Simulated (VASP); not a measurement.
TaTe, 2 atoms in the cell. Symmetry: Pm-3m, No. 221, cubic system. The conventional cell has a = 3.420 Å, b = 3.420 Å, c = 3.420 Å, α = 90.00°, β = 90.00°, γ = 90.00°. Around Ta (site symmetry m-3m) lie 8 Te at 2.96 Å. Te (site symmetry m-3m) is surrounded by 8 Ta at 2.96 Å. The cell was built by a generator and needn't be a form met in nature. The cell isn't the ideal one: random cell by space group and Wyckoff sites (Pm-3m, No. 221).

- Program: VASP 6.6.1
- Task: relaxation of cell and atoms
- Functional: PBE
- Potentials or basis: VASP PAW PBE potentials, release 64 (Ta_pv, Te)
- Cutoff: 600 eV
- k mesh: 16 × 16 × 16
- Occupations: gaussian, width 0.1 eV
- Spin: no spin polarisation
- Dipole correction: no
- Further INCAR settings: ALGO = Fast; EDIFF = 1e-06; IBRION = 2; EDIFFG = -0.01; NSW = 100; ISIF = 3

Potentials or basis: VASP PAW PBE potentials, release 64 (Ta_pv, Te).

The run is started by

```console
$ cat potpaw_PBE.64/Ta_pv/POTCAR potpaw_PBE.64/Te/POTCAR > POTCAR
$ mpirun -np 1 vasp_std > vasp.out
```

Hardware: 1 thread of AMD EPYC 9R14 (Zen 4), on a shared host.

Q: Estimate the wall time of this run.

A: Wall time 81 s on 1 thread of AMD EPYC 9R14 (Zen 4) (shared host), peak memory 0.22 GiB. Counts: scf iterations 24, k points 165, ion steps 3.
